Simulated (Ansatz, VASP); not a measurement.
# La6B4O15 (amorphous La6B4O15) in two plane-wave programs, part 2 of 2

One calculation is typed for both programs; each brings its own data sets. How far apart do they land? Of the first pair: The structure shown is the start of the Ansatz relaxation below; VASP solves that cell, so the two are compared at the walk's first step.

VASP 6.6.1 and Ansatz 0.2.0.

So far. Step 3 (VASP: single point, LDA, start cell, pair 1): The run ends at a pressure of -6.18 GPa, with forces up to 2.7 eV/Å.

**5. Ansatz: relaxation, LDA**

Level of this step: Ansatz beside VASP: Kohn-Sham DFT, plane waves, LDA (Ansatz).

This run makes the geometry at which the two programs are then compared. The cell compared in this pair holds 1259.92 Å³, against 1341.23 Å³ for the pair before.

The structure compared here is the end of the Ansatz relaxation.

The input, input.yaml:

```yaml
crystal:
  lattice:
    - [11.02812, 0.0, 0.0]
    - [0.0, 11.02812, 0.0]
    - [0.0, 0.0, 11.02812]
  atoms:
    - { symbol: B, position: [0.27091, 0.02011, 0.50504] }
    - { symbol: B, position: [0.49244, 0.68895, 0.19364] }
    - { symbol: B, position: [0.4732, 0.83736, 0.86513] }
    - { symbol: B, position: [0.05695, 0.32994, 0.24316] }
    - { symbol: B, position: [0.75198, 0.1708, 0.03484] }
    - { symbol: B, position: [0.17227, 0.55612, 0.63191] }
    - { symbol: B, position: [0.73692, 0.28263, 0.51936] }
    - { symbol: B, position: [0.22533, 0.68961, 0.09466] }
    - { symbol: B, position: [0.87493, 0.59241, 0.50178] }
    - { symbol: B, position: [0.4481, 0.6403, 0.97142] }
    - { symbol: B, position: [0.94088, 0.80325, 0.25286] }
    - { symbol: B, position: [0.09043, 0.51574, 0.41816] }
    - { symbol: B, position: [0.49822, 0.26696, 0.15083] }
    - { symbol: B, position: [0.73152, 0.62291, 0.0943] }
    - { symbol: B, position: [0.24747, 0.89074, 0.18426] }
    - { symbol: B, position: [0.51257, 0.229, 0.70717] }
    - { symbol: La, position: [0.93474, 0.47346, 0.75938] }
    - { symbol: La, position: [0.27882, 0.40646, 0.93231] }
    - { symbol: La, position: [0.80593, 0.10365, 0.7397] }
    - { symbol: La, position: [0.00902, 0.84542, 0.57985] }
    - { symbol: La, position: [0.55665, 0.16206, 0.39849] }
    - { symbol: La, position: [0.01125, 0.25156, 0.51097] }
    - { symbol: La, position: [0.99246, 0.87571, 0.98871] }
    - { symbol: La, position: [0.31881, 0.75287, 0.41909] }
    - { symbol: La, position: [0.67018, 0.78105, 0.38384] }
    - { symbol: La, position: [0.99825, 0.56468, 0.05912] }
    - { symbol: La, position: [0.31986, 0.34234, 0.57211] }
    - { symbol: La, position: [0.52292, 0.93744, 0.63601] }
    - { symbol: La, position: [0.16294, 0.08159, 0.75277] }
    - { symbol: La, position: [0.3292, 0.47009, 0.28338] }
[... 64 atom lines left out ...]
    - { symbol: O, position: [0.87572, 0.8859, 0.18332] }
    - { symbol: O, position: [0.12852, 0.47167, 0.54703] }
    - { symbol: O, position: [0.5001, 0.76667, 0.52083] }
    - { symbol: O, position: [0.7146, 0.71878, 0.01555] }
    - { symbol: O, position: [0.20619, 0.12866, 0.52463] }
    - { symbol: O, position: [0.4625, 0.63362, 0.30687] }
kpoints:
  mp_grid: { grid: [1, 1, 1] }
hamiltonian:
  xc: lda
scf:
  occupations: { method: gaussian, width: 0.025 }
output:
  forces: true
relax:
  f_tol: 0.05
  max_steps: 150
  cell: {}
```

The run is started by

```console
> ansatz run input.yaml --threads 4 --pin off --max-ram 8192MiB --backend cpu --events-out ev --progress --plain --runs-dir out
```

Numbers of over 12 decimals in the logs are rounded to 6 here.

What it wrote:

```text
[...]
Crystal: 100 atoms, lattice volume = 1341.234 Å³
Basis set: ecut = 420 eV, 26145 PW (Γ)
Bands: 436, of which v1, the nominal top of the filled ones, is band 336 counted from 1 (335 counted from 0)
Symmetry: 1 space group operations
[...]
k-points: 1
[...]
SCF iter   1: F=—  HF=-181691.849027 eV  |F-HF|=—  |Δ(HF+E_count)|=         —  Δρ=1.49e-2  dr2=2.88e0  ethr=1.77e-3  ⟨swp⟩=6.0  Hψ=1925  notcnv=0
[...]
- { symbol: O, position: [0.214485, 0.891459, 0.330300] }
    - { symbol: O, position: [0.0011199, 0.228226, 0.733987] }
    - { symbol: O, position: [0.668641, 0.991318, 0.306713] }
    - { symbol: O, position: [0.797631, 0.179512, 0.136977] }
    - { symbol: O, position: [0.895892, 0.615282, 0.610373] }
    - { symbol: O, position: [0.764974, 0.581230, 0.448152] }
[...]
- { symbol: O, position: [0.540047, 0.767870, 0.513981] }
    - { symbol: O, position: [0.689528, 0.727951, 0.024878] }
    - { symbol: O, position: [0.217789, 0.122747, 0.523700] }
    - { symbol: O, position: [0.490494, 0.604222, 0.300394] }
[key lines of the parts left out:]
P = ⅓ Tr σ = 0.0044 GPa (0.044 kbar)
```

**6. VASP: single point, LDA, relaxed cell, pair 2**

The same cell, functional (in two slightly different forms), mesh and smearing now go to VASP, with its own data sets.

The input, INCAR:

```
SYSTEM = La6B4O15
PREC = Accurate
ENCUT = 600
EDIFF = 1E-06
NELM = 200
ISMEAR = 0
SIGMA = 0.025
LREAL = Auto
ALGO = Normal
GGA = PW92
NBANDS = 408
LASPH = .TRUE.
LORBIT = 11
LWAVE = .FALSE.
LCHARG = .FALSE.
ISIF = 2
GGA_COMPAT = .FALSE.
EFERMI = MIDGAP
LMAXMIX = 6
NCORE = 2
```

The input, POSCAR:

```
La6B4O15
1.0
   10.8940370000      0.3849390000      0.2179120000
    0.3849390000     10.4823850000     -0.1099990000
    0.2179120000     -0.1099990000     11.0530190000
B La O
16 24 60
Direct
    0.3028600000      0.0165100000      0.5177300000
    0.4963100000      0.6776100000      0.1979900000
    0.4750300000      0.8514200000      0.8619700000
    0.0643300000      0.3097900000      0.2518300000
    0.7404600000      0.2115500000      0.0343300000
    0.1425300000      0.5633600000      0.6298100000
    0.7362000000      0.2831500000      0.5153900000
    0.2174000000      0.6733200000      0.0809400000
    0.8823700000      0.5816400000      0.4903000000
    0.4402400000      0.6526100000      0.9802000000
    0.9379600000      0.8287700000      0.2330700000
    0.1047700000      0.4988900000      0.4152900000
    0.5110000000      0.2388200000      0.1190100000
    0.7251500000      0.6244500000      0.0879200000
    0.2403900000      0.8651500000      0.2104900000
    0.5213200000      0.2413700000      0.7017200000
    0.9127800000      0.4555000000      0.7792500000
    0.2521700000      0.4094800000      0.9161200000
    0.8082500000      0.1075400000      0.7288300000
    0.9762900000      0.8294200000      0.5742700000
    0.5462400000      0.1706700000      0.3845200000
    0.0065000000      0.2549300000      0.5217400000
    0.0096700000      0.8687900000      0.9671500000
    0.3342400000      0.7273600000      0.4393900000
    0.6776900000      0.7784100000      0.3596600000
    0.9774000000      0.5603500000      0.0874100000
    0.3301400000      0.3655600000      0.5764300000
    0.5359300000      0.9504000000      0.6387600000
    0.1626800000      0.0680300000      0.7404600000
    0.3449800000      0.4423400000      0.2325600000
[... 64 atom lines left out ...]
    0.8788000000      0.9219500000      0.1635000000
    0.1145100000      0.4645900000      0.5519600000
    0.5400500000      0.7678700000      0.5139800000
    0.6895300000      0.7279500000      0.0248800000
    0.2177900000      0.1227500000      0.5237000000
    0.4904900000      0.6042200000      0.3003900000
```

The input, KPOINTS:

```
Automatic mesh
0
Gamma
1 1 1
0 0 0
```

The projector-augmented-wave data sets are B, La and O (LDA family, release 64).

The run is started by

```console
> mpirun -np 8 vasp_gam
```

What it wrote:

```text
[banner, memory and clock lines left out]
running    8 mpi-ranks, on    1 nodes
[...]
[... a notice as in an earlier step ...]

 LDA part: xc-table for (Slater(with rela. corr.)+PW92), standard interpolation
 POSCAR, INCAR and KPOINTS ok, starting setup
[...]
entering main loop
       N       E                     dE             d eps       ncg     rms          rms(c)
DAV:   1     0.178100587638E+05    0.17810E+05   -0.23231E+05   864   0.342E+03
DAV:   2     0.711400873203E+04   -0.10696E+05   -0.10010E+05   904   0.101E+03
DAV:   3     0.257509061465E+04   -0.45389E+04   -0.40157E+04   904   0.420E+02
DAV:   4     0.841971754971E+02   -0.24909E+04   -0.23659E+04  1240   0.284E+02
[...]
DAV:  21    -0.908530528544E+03    0.38611E-05   -0.43876E-05  1264   0.157E-02    0.106E-02
DAV:  22    -0.908530528822E+03   -0.27803E-06   -0.23930E-05  1352   0.122E-02    0.476E-03
DAV:  23    -0.908530528930E+03   -0.10719E-06   -0.54116E-06   728   0.745E-03
   1 F= -.90853053E+03 E0= -.90853053E+03  d E =0.000000E+00
```

OUTCAR, selected parts (step 6):

```text
  FREE ENERGIE OF THE ION-ELECTRON SYSTEM (eV)
  ---------------------------------------------------
  free  energy   TOTEN  =      -908.5305289295 eV

  energy  without entropy=     -908.5305289295  energy(sigma->0) =     -908.53052893

[... 1 part as in an earlier step ...]

[... 1 further part left out ...]
[key lines of the parts left out:]
E-fermi :   7.2465
```

The run ends at a pressure of -0.15 GPa, with forces up to 0.10 eV/Å.

**7. Comparison**

What differs besides the data sets and the points named for the pairs above, as far as they apply: the cutoff is 420 eV in Ansatz and 600 eV in VASP (PREC = Accurate, projectors in real space). Total energies have different zeros and are not compared.

Both answers:

| quantity | Ansatz | VASP | difference |
| --- | --- | --- | --- |
| pressure (GPa) | 0.00 | -0.15 | +0.16 |
| gap on the k mesh (eV) | 3.953 | 3.947 | +0.006 |

Forces on 7 of the 100 atoms, those with the largest forces and the largest differences (eV/Å; atoms numbered as in POSCAR):

| atom | Ansatz x, y, z | VASP x, y, z |
| --- | --- | --- |
| O43 | 0.004, -0.003, -0.001 | -0.007, 0.014, 0.091 |
| O46 | -0.002, -0.002, -0.002 | 0.042, -0.022, 0.079 |
| O52 | 0.004, 0.003, -0.002 | 0.078, 0.021, -0.059 |
| O58 | 0.003, 0.004, 0.002 | 0.054, -0.053, -0.051 |
| O60 | 0.000, 0.000, 0.005 | 0.030, 0.014, 0.089 |
| O75 | -0.002, -0.003, -0.001 | -0.010, -0.087, -0.026 |
| O100 | 0.004, -0.009, 0.009 | -0.003, -0.057, 0.086 |

The forces differ by 31 meV/Å r.m.s., where the r.m.s. force is 0.005 eV/Å in Ansatz and 0.032 eV/Å in VASP: the atoms lie near their places of rest in Ansatz, so a percentage would say little (all taken over all components). A gap on the mesh is an upper bound, since the band edges may lie between its points.

**8. Outcome**

| Property | Result |
| --- | --- |
| r.m.s. force difference (single point, LDA, start cell, pair 1) | 4.5 % of the r.m.s. force |
| r.m.s. force difference (single point, LDA, relaxed cell, pair 2) | 31 meV/Å |

The r.m.s. force difference is 31 meV/Å (single point, LDA, relaxed cell, pair 2), beyond the 12 meV/Å picked in this series as the mark of a large difference. What causes the difference of the single point, LDA, start cell, pair 1 pair stays open here. What causes the difference of the single point, LDA, relaxed cell, pair 2 pair stays open here. How closely two codes agree says nothing of how well the functional describes the real material.

[Lines on the potential files, build, host, timing and source positions are cut from VASP's logs without a mark.]

[Logs are printed without paths, hosts, clocks, repeated set-up lines and the standing remarks that a program may print on its own settings, such as how far it seeks lower states.]

[Hosts, paths, dates, database ids (printed as entryN), source tags and the programs' standing remarks are cut or masked in the printed files.]
